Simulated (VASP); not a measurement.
These are PBE GGA, VASP's PBE PAW potentials (set 64) (plane waves; VASP) values and carry that method's errors.

A VASP calculation is set up with these files.

INCAR:
```
SYSTEM = InP
PREC = Accurate; ENCUT = 400; LREAL = F
LASPH = T
EDIFF = 1E-8; NELM = 100; ALGO = Normal
LMAXMIX = 4
ISMEAR = 0; SIGMA = 0.01
GGA = PE
IBRION = 8; NSW = 1
LWAVE = F; LCHARG = F
LEPSILON = T
```

**POSCAR**
```
InP
1
    0.0000000000     2.9779739867     2.9779739867
    2.9779739867     0.0000000000     2.9779739867
    2.9779739867     2.9779739867     0.0000000000
In P
1 1
Direct
  0.0000000000   0.0000000000   0.0000000000
  0.2500000000   0.2500000000   0.2500000000
```

File KPOINTS:
```
Regular mesh
0
gamma
 14 14 14
0 0 0
```

POTCAR, in this order: In_d P (PBE.64 set). Program: vasp_std.

What will the output report for the number of irreducible k-points (NKPTS), number of bands (NBANDS), largest plane-wave count, number of space-group operations, FFT grid (NGX, NGY, NGZ)?

| Item | Value |
|---|---|
| number of irreducible k-points (NKPTS) | 104 |
| number of bands (NBANDS) | 13 |
| largest plane-wave count | 982 |
| number of space-group operations | 24 |
| FFT grid (NGX, NGY, NGZ) | 28 × 28 × 28 |

The compound is InP in the zinc blende structure. It was relaxed first.
